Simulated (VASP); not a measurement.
# A VASP study of Ti3AlC2 (r2SCAN): structure first, properties next, part 5 of 6

Wanted: the relaxed cell of Ti3AlC2 and its properties. Left out of this account: 1 further run (core levels: core levels are not valid at this level). The start is a computed cell from the Materials Project.

VASP 6.6.1; r2SCAN; plane waves and PAW (Ti_sv, Al, C).

So far. Step 9 (Volume scan with r2SCAN (run 4)): The pressure falls from 4.07 to 0.00 GPa. Step 9 (Volume scan with r2SCAN (run 4)): The run ends at a pressure of 0.00 GPa, with forces up to 0.0039 eV/Å.

### Step 10. Volume scan with r2SCAN (run 5)

INCAR reads:

```
SYSTEM = Ti3AlC2
PREC = Accurate
ENCUT = 520
EDIFF = 1E-06
NELM = 100
ISMEAR = 0
SIGMA = 0.05
LREAL = .FALSE.
ALGO = Normal
METAGGA = R2SCAN
LASPH = .TRUE.
NBANDS = 59
LORBIT = 11
LWAVE = .FALSE.
LCHARG = .FALSE.
KPAR = 8
ISIF = 2
```

POSCAR reads:

```
Ti3AlC2
1.0
    3.0927822989      0.0000000000      0.0000000000
   -1.5463911494      2.6784280392      0.0000000000
    0.0000000000      0.0000000000     18.7316330060
Ti Al C
6 2 4
Direct
    0.6666666700      0.3333333300      0.3723665973
    0.3333333300      0.6666666700      0.8723665973
    0.3333333300      0.6666666700      0.6276334027
    0.6666666700      0.3333333300      0.1276334027
    0.0000000000      0.0000000000      0.5000000000
    0.0000000000      0.0000000000      0.0000000000
    0.0000000000      0.0000000000      0.7500000000
    0.0000000000      0.0000000000      0.2500000000
    0.3333333300      0.6666666700      0.4304594190
    0.6666666700      0.3333333300      0.9304594190
    0.3333333300      0.6666666700      0.0695405810
    0.6666666700      0.3333333300      0.5695405810
```

KPOINTS reads:

```
Automatic mesh
0
Gamma
8 8 2
0 0 0
```

Potentials, in the order of the species: Ti_sv, Al and C (PBE family, release 64).

Started as:

```bash
$ mpirun -np 8 vasp_std
```

Log:

```text
[... set-up lines as in an earlier step ...]
 entering main loop
       N       E                     dE             d eps       ncg     rms          rms(c)
DAV:   1     0.128960304736E+04    0.12896E+04   -0.45978E+04  2360   0.191E+03
DAV:   2     0.388687348773E+02   -0.12507E+04   -0.12135E+04  2360   0.600E+02
DAV:   3    -0.164198054811E+03   -0.20307E+03   -0.19649E+03  3551   0.206E+02
DAV:   4    -0.187687245481E+03   -0.23489E+02   -0.23353E+02  3408   0.648E+01
[...]
DAV:  15    -0.141558915973E+03    0.75964E-05   -0.45988E-05  3224   0.302E-02    0.557E-03
DAV:  16    -0.141558918264E+03   -0.22916E-05   -0.25960E-06  2112   0.120E-02    0.221E-03
DAV:  17    -0.141558918109E+03    0.15546E-06   -0.10972E-06  1624   0.611E-03
   1 F= -.14155892E+03 E0= -.14155704E+03  d E =-.375283E-02
```

Run time: 58 s. Hardware: 8 MPI ranks of Intel Xeon 6975P-C (Granite Rapids), shared host; peak memory 3.2 GiB; 7.7 min of CPU time.

OUTCAR, selected parts (step 10):

```text
  Total       -3.5492624     -3.5492624     -3.5978816     -0.0000000      0.0000000     -0.0000000
  in kB      -36.6474461    -36.6474461    -37.1494578     -0.0000000      0.0000000     -0.0000000
  external PRESSURE =     -36.8147833 kB  Pullay stress =       0.0000000 kB

 POSITION                                       TOTAL-FORCE (eV/Angst)
 -----------------------------------------------------------------------------------
      1.54639      0.89281      6.97503         0.000000     -0.000000      0.193164
     -0.00000      1.78562     16.34085        -0.000000     -0.000000      0.193164
     -0.00000      1.78562     11.75660        -0.000000      0.000000     -0.193164
      1.54639      0.89281      2.39078         0.000000      0.000000     -0.193164
      0.00000      0.00000      9.36582        -0.000000      0.000000      0.000000
      0.00000      0.00000      0.00000        -0.000000      0.000000      0.000000
      0.00000      0.00000     14.04872        -0.000000      0.000000      0.000000
      0.00000      0.00000      4.68291        -0.000000     -0.000000      0.000000
     -0.00000      1.78562      8.06321         0.000000      0.000000     -0.041408
      1.54639      0.89281     17.42902        -0.000000      0.000000     -0.041408
     -0.00000      1.78562      1.30261         0.000000     -0.000000      0.041408
      1.54639      0.89281     10.66843        -0.000000      0.000000      0.041408
 -----------------------------------------------------------------------------------
    total drift:                                0.000000      0.000000      0.000000

  FREE ENERGIE OF THE ION-ELECTRON SYSTEM (eV)
  ---------------------------------------------------
  free  energy   TOTEN  =      -141.5589181089 eV

  energy  without entropy=     -141.5551652782  energy(sigma->0) =     -141.55704169

[... 1 part as in an earlier step ...]

[... 2 further parts left out ...]
[key lines of the parts left out:]
E-fermi :   8.2307
```

The pressure falls from 0.00 to -3.68 GPa.

The run ends at a pressure of -3.68 GPa, with forces up to 0.19 eV/Å.

### Step 11. Volume scan with r2SCAN (run 6)

INCAR is that of step 10.

POSCAR: that of step 10 with these lines changed.

```diff
@@ -2,5 +2,5 @@
 1.0
-    3.0927822989      0.0000000000      0.0000000000
-   -1.5463911494      2.6784280392      0.0000000000
-    0.0000000000      0.0000000000     18.7316330060
+    3.1128658635      0.0000000000      0.0000000000
+   -1.5564329318      2.6958209164      0.0000000000
+    0.0000000000      0.0000000000     18.8532703949
 Ti Al C
```

KPOINTS is that of step 10.

Started as:

```bash
$ mpirun -np 8 vasp_std
```

Log:

```text
[... set-up lines as in an earlier step ...]
 entering main loop
       N       E                     dE             d eps       ncg     rms          rms(c)
DAV:   1     0.128307284207E+04    0.12831E+04   -0.45806E+04  2360   0.190E+03
DAV:   2     0.365408698082E+02   -0.12465E+04   -0.12102E+04  2360   0.599E+02
DAV:   3    -0.164630468836E+03   -0.20117E+03   -0.19434E+03  3521   0.205E+02
DAV:   4    -0.187691844250E+03   -0.23061E+02   -0.22922E+02  3408   0.645E+01
[...]
DAV:  15    -0.141458292869E+03    0.10196E-04   -0.34469E-05  3280   0.261E-02    0.608E-03
DAV:  16    -0.141458295880E+03   -0.30106E-05   -0.18781E-06  1976   0.113E-02    0.200E-03
DAV:  17    -0.141458296094E+03   -0.21457E-06   -0.11613E-06  1768   0.555E-03
   1 F= -.14145830E+03 E0= -.14145644E+03  d E =-.370666E-02
```

Elapsed: 58 s, on 8 MPI ranks; peak memory 3.3 GiB; 7.6 min of CPU time.

OUTCAR, selected parts (step 11):

```text
  Total       -6.8931737     -6.8931737     -6.9993615      0.0000000     -0.0000000      0.0000000
  in kB      -69.8058250    -69.8058250    -70.8811677      0.0000000     -0.0000000      0.0000000
  external PRESSURE =     -70.1642726 kB  Pullay stress =       0.0000000 kB

 POSITION                                       TOTAL-FORCE (eV/Angst)
 -----------------------------------------------------------------------------------
      1.55643      0.89861      7.02033        -0.000000      0.000000      0.369299
     -0.00000      1.79721     16.44696         0.000000     -0.000000      0.369299
     -0.00000      1.79721     11.83294         0.000000     -0.000000     -0.369299
      1.55643      0.89861      2.40631        -0.000000      0.000000     -0.369299
      0.00000      0.00000      9.42664        -0.000000     -0.000000     -0.000000
      0.00000      0.00000      0.00000        -0.000000     -0.000000     -0.000000
      0.00000      0.00000     14.13995        -0.000000      0.000000     -0.000000
      0.00000      0.00000      4.71332         0.000000     -0.000000     -0.000000
     -0.00000      1.79721      8.11557        -0.000000     -0.000000     -0.077193
      1.55643      0.89861     17.54220        -0.000000      0.000000     -0.077193
     -0.00000      1.79721      1.31107        -0.000000     -0.000000      0.077193
      1.55643      0.89861     10.73770        -0.000000     -0.000000      0.077193
 -----------------------------------------------------------------------------------
    total drift:                                0.000000      0.000000      0.000000

  FREE ENERGIE OF THE ION-ELECTRON SYSTEM (eV)
  ---------------------------------------------------
  free  energy   TOTEN  =      -141.4582960944 eV

  energy  without entropy=     -141.4545894315  energy(sigma->0) =     -141.45644276

[... 1 part as in an earlier step ...]

[... 2 further parts left out ...]
[key lines of the parts left out:]
E-fermi :   8.0386
```

The pressure falls from -3.68 to -7.02 GPa.

The run ends at a pressure of -7.02 GPa, with forces up to 0.37 eV/Å.

### Step 12. Volume scan with r2SCAN (run 7)

A prediction first. A parabola through the 6 pressures of evenly scaled cells so far, P = -0.01 -194.1 t +402 t² GPa with t = ln(V/V₁) and V₁ the volume at scale 1, gives -9.96 GPa at t = +0.0583.

INCAR is that of step 11.

POSCAR: that of step 11 with these lines changed.

```diff
@@ -2,5 +2,5 @@
 1.0
-    3.1128658635      0.0000000000      0.0000000000
-   -1.5564329318      2.6958209164      0.0000000000
-    0.0000000000      0.0000000000     18.8532703949
+    3.1326935692      0.0000000000      0.0000000000
+   -1.5663467846      2.7129922132      0.0000000000
+    0.0000000000      0.0000000000     18.9733581574
 Ti Al C
```

KPOINTS is that of step 11.

Started as:

```bash
$ mpirun -np 8 vasp_std
```

Log:

```text
[... set-up lines as in an earlier step ...]
 entering main loop
       N       E                     dE             d eps       ncg     rms          rms(c)
DAV:   1     0.127531163835E+04    0.12753E+04   -0.45787E+04  2360   0.189E+03
DAV:   2     0.345260027728E+02   -0.12408E+04   -0.12052E+04  2360   0.598E+02
DAV:   3    -0.164616371079E+03   -0.19914E+03   -0.19261E+03  3507   0.203E+02
DAV:   4    -0.187656540903E+03   -0.23040E+02   -0.22924E+02  3432   0.639E+01
[...]
DAV:  15    -0.141297411665E+03    0.11108E-04   -0.26104E-05  3000   0.272E-02    0.678E-03
DAV:  16    -0.141297415082E+03   -0.34169E-05   -0.19416E-06  1976   0.108E-02    0.169E-03
DAV:  17    -0.141297415134E+03   -0.52216E-07   -0.51038E-07  1624   0.455E-03
   1 F= -.14129742E+03 E0= -.14129557E+03  d E =-.368233E-02
```

It took 81 s on 8 MPI ranks; peak memory 3.2 GiB; 10 min of CPU time.

From OUTCAR (step 12):

```text
  Total      -10.0463956    -10.0463956    -10.1945528      0.0000000      0.0000000      0.0000000
  in kB      -99.8183048    -99.8183048   -101.2903550      0.0000000      0.0000000      0.0000000
  external PRESSURE =    -100.3089882 kB  Pullay stress =       0.0000000 kB

 POSITION                                       TOTAL-FORCE (eV/Angst)
 -----------------------------------------------------------------------------------
      1.56635      0.90433      7.06504        -0.000000      0.000000      0.532968
     -0.00000      1.80866     16.55172         0.000000     -0.000000      0.532968
     -0.00000      1.80866     11.90831         0.000000     -0.000000     -0.532968
      1.56635      0.90433      2.42163        -0.000000      0.000000     -0.532968
      0.00000      0.00000      9.48668         0.000000     -0.000000     -0.000000
      0.00000      0.00000      0.00000         0.000000     -0.000000     -0.000000
      0.00000      0.00000     14.23002         0.000000     -0.000000     -0.000000
      0.00000      0.00000      4.74334        -0.000000     -0.000000     -0.000000
     -0.00000      1.80866      8.16726        -0.000000      0.000000     -0.111139
      1.56635      0.90433     17.65394         0.000000     -0.000000     -0.111139
     -0.00000      1.80866      1.31942        -0.000000      0.000000      0.111139
      1.56635      0.90433     10.80610        -0.000000     -0.000000      0.111139
 -----------------------------------------------------------------------------------
    total drift:                                0.000000      0.000000      0.000000

  FREE ENERGIE OF THE ION-ELECTRON SYSTEM (eV)
  ---------------------------------------------------
  free  energy   TOTEN  =      -141.2974151342 eV

  energy  without entropy=     -141.2937328033  energy(sigma->0) =     -141.29557397

[... 1 part as in an earlier step ...]

[... 2 further parts left out ...]
[key lines of the parts left out:]
E-fermi :   7.8524
```

The pressure falls from -7.02 to -10.03 GPa. The parabola predicted -9.96 GPa, +0.07 GPa off.

### Step 13. Side by side

Times are for 8 MPI ranks of Intel Xeon 6975P-C (Granite Rapids), shared host. The series side by side:

```csv
no.,volume scale,energy above the lowest point (meV/atom),pressure (GPa),time,memory (GiB)
1,0.94,31,13.55,61 s,3.2
2,0.96,13.41,8.570,58 s,3.2
3,0.98,3.3,4.068,58 s,3.2
4,1,0,-0.003283,53 s,3.2
5,1.02,2.84,-3.681,58 s,3.2
6,1.04,11.22,-7.016,58 s,3.3
7,1.06,24.63,-10.03,81 s,3.2
```

### Step 14. Fit for r2SCAN

This step: Birch-Murnaghan fit, r2SCAN; plane waves and PAW (VASP 6.6.1).

No new run; the numbers come from the runs before.

Numbers from this step:

```
pressure derivative of the bulk modulus : 4.024
r.m.s. error of the fit                 : 2.96e-6 eV/atom
minimum inside the sampled range        : yes
bulk modulus                            : 193.4 GPa
equilibrium volume of the fit           : 12.68 Å³/atom
```

The energy above the fitted minimum by volume:

| volume (Å³/atom) | energy above the fitted minimum (eV/atom) |
| --- | --- |
| 11.917 | 0.0310 |
| 12.170 | 0.0134 |
| 12.424 | 0.00330 |
| 12.677 | -1.4e-6 |
| 12.931 | 0.00284 |
| 13.184 | 0.0112 |
| 13.438 | 0.0246 |

The fitted volume lies +0.04 % from the relaxed one. The atoms bear forces along the scan, since they were held; freeing them would lower the modulus.

[end of part 5 of 6]

[Lines on the potential files, build, host, timing and source positions are cut from VASP's logs without a mark.]

[Logs are printed without paths, hosts, clocks, repeated set-up lines and the standing remarks that a program may print on its own settings, such as how far it seeks lower states.]

[Hosts, paths, dates, database ids (printed as entryN), source tags and the programs' standing remarks are cut or masked in the printed files.]

[A measured line is paired with the nearest computed mode of its activity, which favours agreement.]
